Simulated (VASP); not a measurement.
OSZICAR of a VASP run on BaF2 (fluorite):

File OSZICAR:
```
...
DAV: 101     0.406071369319E+03   -0.44554E+01   -0.26359E+01   280   0.534E+01    0.423E+00
DAV: 102     0.408843457615E+03    0.27721E+01   -0.14857E+01   272   0.396E+01    0.187E+00
DAV: 103     0.407446626540E+03   -0.13968E+01   -0.44392E+00   272   0.208E+01    0.247E+00
DAV: 104     0.407291634547E+03   -0.15499E+00   -0.17325E+01   288   0.443E+01    0.400E+00
DAV: 105     0.407696402630E+03    0.40477E+00   -0.71613E-01   264   0.873E+00    0.389E+00
DAV: 106     0.407584914668E+03   -0.11149E+00   -0.35447E-02   368   0.132E+00    0.396E+00
DAV: 107     0.406605636934E+03   -0.97928E+00   -0.12989E+00   256   0.100E+01    0.418E+00
DAV: 108     0.407003260543E+03    0.39762E+00   -0.13754E-01   280   0.326E+00    0.410E+00
DAV: 109     0.407583242778E+03    0.57998E+00   -0.31448E-01   264   0.472E+00    0.397E+00
DAV: 110     0.407430982837E+03   -0.15226E+00   -0.40668E-02   256   0.183E+00    0.401E+00
DAV: 111     0.406684056656E+03   -0.74693E+00   -0.75130E-01   264   0.762E+00    0.418E+00
DAV: 112     0.407445234932E+03    0.76118E+00   -0.82942E-01   256   0.782E+00    0.402E+00
DAV: 113     0.405863778579E+03   -0.15815E+01   -0.23540E+00   264   0.137E+01    0.438E+00
DAV: 114     0.407209455361E+03    0.13457E+01   -0.20387E+00   264   0.120E+01    0.409E+00
DAV: 115     0.407178202811E+03   -0.31253E-01   -0.22191E-02   272   0.118E+00    0.410E+00
DAV: 116     0.407123100603E+03   -0.55102E-01   -0.93695E-04   320   0.243E-01    0.412E+00
DAV: 117     0.406507979221E+03   -0.61512E+00   -0.47067E-01   264   0.600E+00    0.427E+00
DAV: 118     0.406439848707E+03   -0.68131E-01   -0.63380E-02   256   0.238E+00    0.432E+00
DAV: 119     0.406740521322E+03    0.30067E+00   -0.41829E-01   256   0.567E+00    0.427E+00
DAV: 120     0.406588912542E+03   -0.15161E+00   -0.46695E-03   256   0.724E-01    0.431E+00
DAV: 121     0.406451282834E+03   -0.13763E+00   -0.49659E-02   256   0.198E+00    0.434E+00
DAV: 122     0.405804827569E+03   -0.64646E+00   -0.73906E-01   256   0.771E+00    0.447E+00
DAV: 123     0.406191191396E+03    0.38636E+00   -0.10687E-01   256   0.298E+00    0.438E+00
DAV: 124     0.405576721911E+03   -0.61447E+00   -0.33263E-01   256   0.510E+00    0.452E+00
DAV: 125     0.405597361795E+03    0.20640E-01   -0.41625E-03   344   0.468E-01    0.452E+00
DAV: 126     0.405726912741E+03    0.12955E+00   -0.14548E-02   256   0.104E+00    0.449E+00
DAV: 127     0.402606510594E+03   -0.31204E+01   -0.65910E+00   296   0.214E+01    0.515E+00
DAV: 128     0.406667053179E+03    0.40605E+01   -0.80622E+00   272   0.216E+01    0.422E+00
DAV: 129     0.407770201757E+03    0.11031E+01   -0.14376E+00   296   0.102E+01    0.398E+00
DAV: 130     0.406957783568E+03   -0.81242E+00   -0.15223E+00   256   0.114E+01    0.417E+00
DAV: 131     0.407770959159E+03    0.81318E+00   -0.30917E-01   272   0.497E+00    0.395E+00
DAV: 132     0.406388672846E+03   -0.13823E+01   -0.25312E+00   256   0.145E+01    0.424E+00
DAV: 133     0.244494122744E+03   -0.16189E+03   -0.12913E+03   360   0.221E+02    0.300E+01
DAV: 134     0.416457278541E+03    0.17196E+03   -0.10580E+03   328   0.117E+03    0.540E+00
DAV: 135     0.392526746473E+03   -0.23931E+02   -0.88978E+01   296   0.792E+01    0.900E+00
DAV: 136     0.352323917700E+03   -0.40203E+02   -0.19939E+02   344   0.101E+02    0.185E+01
DAV: 137     0.378059365195E+03    0.25735E+02   -0.48251E+01   296   0.919E+01    0.136E+01
DAV: 138     0.263845953762E+03   -0.11421E+03   -0.87524E+02   256   0.358E+02    0.220E+01
DAV: 139     0.415583601312E+03    0.15174E+03   -0.73374E+02   256   0.267E+02    0.680E+00
DAV: 140     0.365821789436E+03   -0.49762E+02   -0.18286E+02   384   0.129E+02    0.129E+01
DAV: 141     0.356296203863E+03   -0.95256E+01   -0.13324E+02   272   0.105E+02    0.162E+01
DAV: 142     0.416949712396E+03    0.60654E+02   -0.19098E+02   384   0.106E+02    0.566E+00
DAV: 143     0.407843586005E+03   -0.91061E+01   -0.25684E+01   256   0.510E+01    0.502E+00
DAV: 144     0.414049807783E+03    0.62062E+01   -0.21876E+01   304   0.506E+01    0.368E+00
DAV: 145     0.398175992635E+03   -0.15874E+02   -0.59372E+01   312   0.764E+01    0.721E+00
DAV: 146     0.229546587440E+03   -0.16863E+03   -0.92110E+02   360   0.181E+02    0.280E+01
DAV: 147     0.430293519216E+03    0.20075E+03   -0.19180E+03   256   0.209E+03    0.485E+00
DAV: 148     0.416799108368E+03   -0.13494E+02   -0.13977E+02   272   0.116E+02    0.210E+00
DAV: 149     0.414668198169E+03   -0.21309E+01   -0.16776E+01   304   0.350E+01    0.340E+00
DAV: 150     0.414277634690E+03   -0.39056E+00   -0.19103E+00   288   0.137E+01    0.188E+00
DAV: 151     0.243771615658E+03   -0.17051E+03   -0.15356E+03   416   0.282E+02    0.287E+01
DAV: 152     0.412138452451E+03    0.16837E+03   -0.75114E+02   336   0.189E+02    0.584E+00
DAV: 153     0.349293844140E+03   -0.62845E+02   -0.36324E+02   360   0.140E+02    0.181E+01
DAV: 154     0.399048674496E+03    0.49755E+02   -0.20297E+02   272   0.149E+02    0.834E+00
DAV: 155     0.416724423134E+03    0.17676E+02   -0.15144E+02   320   0.106E+02    0.362E+00
DAV: 156     0.401358334108E+03   -0.15366E+02   -0.50148E+01   352   0.749E+01    0.647E+00
DAV: 157     0.413370906656E+03    0.12013E+02   -0.68403E+01   272   0.691E+01    0.340E+00
DAV: 158     0.416037375087E+03    0.26665E+01   -0.25160E+01   264   0.394E+01    0.205E+00
DAV: 159     0.414204688634E+03   -0.18327E+01   -0.10241E+01   264   0.322E+01    0.287E+00
DAV: 160     0.416234869723E+03    0.20302E+01   -0.92474E+00   256   0.282E+01    0.197E+00
DAV: 161     0.381519636368E+03   -0.34715E+02   -0.26394E+02   392   0.135E+02    0.131E+01
DAV: 162     0.414833198668E+03    0.33314E+02   -0.24956E+02   280   0.103E+02    0.313E+00
DAV: 163     0.414268819454E+03   -0.56438E+00   -0.10711E+01   328   0.188E+01    0.269E+00
DAV: 164     0.411229748208E+03   -0.30391E+01   -0.30158E+00   320   0.163E+01    0.322E+00
DAV: 165     0.414182830125E+03    0.29531E+01   -0.67376E+00   256   0.217E+01    0.243E+00
DAV: 166     0.415091896500E+03    0.90907E+00   -0.17982E+01   264   0.400E+01    0.283E+00
DAV: 167     0.413053967813E+03   -0.20379E+01   -0.11153E+01   296   0.331E+01    0.274E+00
DAV: 168     0.171042926472E+03   -0.24201E+03   -0.21053E+03   424   0.295E+02    0.309E+01
DAV: 169     0.421632356483E+03    0.25059E+03   -0.12182E+03   312   0.255E+02    0.576E+00
DAV: 170     0.421087891238E+03   -0.54447E+00   -0.10522E+02   264   0.918E+01    0.171E+00
DAV: 171     0.413890517273E+03   -0.71974E+01   -0.16256E+01   288   0.381E+01    0.278E+00
DAV: 172     0.413862405533E+03   -0.28112E-01   -0.10262E+00   320   0.101E+01    0.292E+00
DAV: 173     0.410575928902E+03   -0.32865E+01   -0.42208E+00   336   0.150E+01    0.365E+00
DAV: 174     0.414654815733E+03    0.40789E+01   -0.14395E+01   256   0.304E+01    0.242E+00
DAV: 175     0.413413472007E+03   -0.12413E+01   -0.40275E-01   264   0.606E+00    0.271E+00
DAV: 176     0.414807425741E+03    0.13940E+01   -0.22819E+01   256   0.455E+01    0.301E+00
DAV: 177     0.414422783893E+03   -0.38464E+00   -0.37519E-01   336   0.562E+00    0.219E+00
DAV: 178     0.413330353885E+03   -0.10924E+01   -0.17488E+01   272   0.389E+01    0.261E+00
DAV: 179     0.412663303777E+03   -0.66705E+00   -0.11917E+00   320   0.830E+00    0.283E+00
DAV: 180     0.413570752931E+03    0.90745E+00   -0.13626E+00   256   0.107E+01    0.248E+00
DAV: 181     0.412193138201E+03   -0.13776E+01   -0.11642E+00   272   0.104E+01    0.287E+00
DAV: 182     0.412259962319E+03    0.66824E-01   -0.14394E-01   336   0.369E+00    0.282E+00
DAV: 183     0.408040375279E+03   -0.42196E+01   -0.93104E+00   328   0.250E+01    0.383E+00
DAV: 184     0.411866502254E+03    0.38261E+01   -0.10594E+01   256   0.237E+01    0.285E+00
DAV: 185     0.413503836586E+03    0.16373E+01   -0.20719E+01   272   0.434E+01    0.219E+00
DAV: 186     0.410258327634E+03   -0.32455E+01   -0.13248E+01   256   0.342E+01    0.263E+00
DAV: 187     0.409234555166E+03   -0.10238E+01   -0.15918E+01   264   0.372E+01    0.349E+00
DAV: 188     0.411730427588E+03    0.24959E+01   -0.34060E+00   256   0.171E+01    0.290E+00
DAV: 189     0.411788710992E+03    0.58283E-01   -0.13561E-01   384   0.260E+00    0.290E+00
DAV: 190     0.411228522070E+03   -0.56019E+00   -0.29930E-01   272   0.492E+00    0.306E+00
DAV: 191     0.412429400255E+03    0.12009E+01   -0.15557E+01   264   0.369E+01    0.211E+00
DAV: 192     0.413100405851E+03    0.67101E+00   -0.96991E-01   328   0.896E+00    0.142E+00
DAV: 193     0.411857539005E+03   -0.12429E+01   -0.16115E+01   280   0.384E+01    0.291E+00
DAV: 194     0.412316018443E+03    0.45848E+00   -0.28319E-01   344   0.382E+00    0.286E+00
DAV: 195     0.412409068908E+03    0.93050E-01   -0.15463E-02   328   0.114E+00    0.283E+00
DAV: 196     0.411477541593E+03   -0.93153E+00   -0.10166E+00   272   0.895E+00    0.306E+00
DAV: 197     0.410239382989E+03   -0.12382E+01   -0.11900E+00   304   0.861E+00    0.333E+00
DAV: 198     0.411831451746E+03    0.15921E+01   -0.24541E+00   256   0.127E+01    0.291E+00
DAV: 199     0.412032983624E+03    0.20153E+00   -0.93325E-02   336   0.229E+00    0.286E+00
DAV: 200     0.412008916088E+03   -0.24068E-01   -0.37081E-03   296   0.484E-01
   1 F= 0.41200892E+03 E0= 0.41200892E+03  d E =-.679783E-13
       N       E                     dE             ncg
       N       E                     dE             ncg
       N       E                     dE             ncg
       N       E                     dE             ncg
       N       E                     dE             ncg
       N       E                     dE             ncg
       N       E                     dE             ncg
       N       E                     dE             ncg
       N       E                     dE             ncg
```

Problem. Which electronic solver shows in the log?

Solution. It is blocked Davidson (ALGO = Normal, or the opening steps of other solvers). The INCAR had ALGO = Normal.

Problem. Can the final energy be trusted as converged?

Solution. The run did not converge; its last values are not results. It stopped with EDIFF = 1E-6, NELM = 200 (modified Becke-Johnson potential (mBJ), plane waves, VASP's PBE PAW potentials (set 64)). mBJ is a potential without an energy functional, so only the levels count.

The compound is BaF2 in the fluorite structure. It was relaxed first. The k-mesh is coarse (spacing up to 0.43 per Å, 2π included), so the numbers may not be converged in it. The cell's shape comes from a PBE relaxation.
